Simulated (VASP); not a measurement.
Calculation: PBE GGA, VASP's PBE PAW potentials (set 64) (plane waves; VASP).

VASP input:

File POSCAR:
```
NbP
1.0
 -1.6703955761   1.6703955761   5.7191681869
  1.6703955761  -1.6703955761   5.7191681869
  1.6703955761   1.6703955761  -5.7191681869
Nb P
2 2
Cartesian
  0.0000000000  -0.0000000000   8.5778876702
  1.6703955761   0.0000000000   5.7183035768
 -0.0000000000   0.0000000000   3.8055984381
  1.6703955761   0.0000000000   0.9460143447
```

**INCAR**
```
ALGO  =  Normal   # blocked Davidson
LMAXMIX  =  4   # l cut-off of mixed one-centre charges
LCHARG  =  F
ENCUT  =  400   # plane-wave cut-off (eV)
NSW  =  60   # most ionic steps
EDIFF  =  1E-6   # SCF stop (eV)
LASPH  =  T
ISIF  =  3   # ions, shape and volume
ISMEAR  =  0   # Gaussian
EDIFFG  =  -0.02   # ionic stop
SYSTEM  =  NbP
LREAL  =  F   # projection in real space or not
NELM  =  100   # most electronic steps
IBRION  =  2
SIGMA  =  0.05
PREC  =  Accurate
LWAVE  =  F
GGA  =  PE   # PBE
```

KPOINTS:
```
Automatic mesh
0
Gamma
8 8 8
0 0 0
```

POTCAR, in this order: Nb_sv P (PBE.64 set). Program: vasp_std.

Task: What does the run give for the energy per atom (σ→0), band gap (on the k-mesh)?

Result: 
The energy per atom (σ→0) is -8.827 eV/atom. The band gap (on the k-mesh) is none (metal, semimetal or under 0.01 eV).

### OSZICAR
```
...
DAV:   7    -0.353105864153E+02   -0.19811E-01   -0.69605E-01  4406   0.449E+00    0.301E+00
DAV:   8    -0.353063923239E+02    0.41941E-02   -0.60126E-02  3398   0.175E+00    0.512E-01
DAV:   9    -0.353067544389E+02   -0.36212E-03   -0.10470E-02  4570   0.777E-01    0.293E-01
DAV:  10    -0.353070876079E+02   -0.33317E-03   -0.11147E-03  3294   0.344E-01    0.568E-02
DAV:  11    -0.353070538178E+02    0.33790E-04   -0.18440E-04  3994   0.674E-02    0.162E-02
DAV:  12    -0.353070514005E+02    0.24173E-05   -0.69349E-06  2952   0.221E-02    0.870E-03
DAV:  13    -0.353070512407E+02    0.15978E-06   -0.12924E-06  2360   0.133E-02
   1 F= -.35307051E+02 E0= -.35306440E+02  d E =-.353071E+02
```

The structure comes from a computed database's NbP entry (I4_1md); how it stands against other phases isn't given here. It was relaxed first. The k-mesh is coarse (spacing up to 0.33 per Å, 2π included), so the numbers may not be converged in it. The start is the result of an earlier pass.
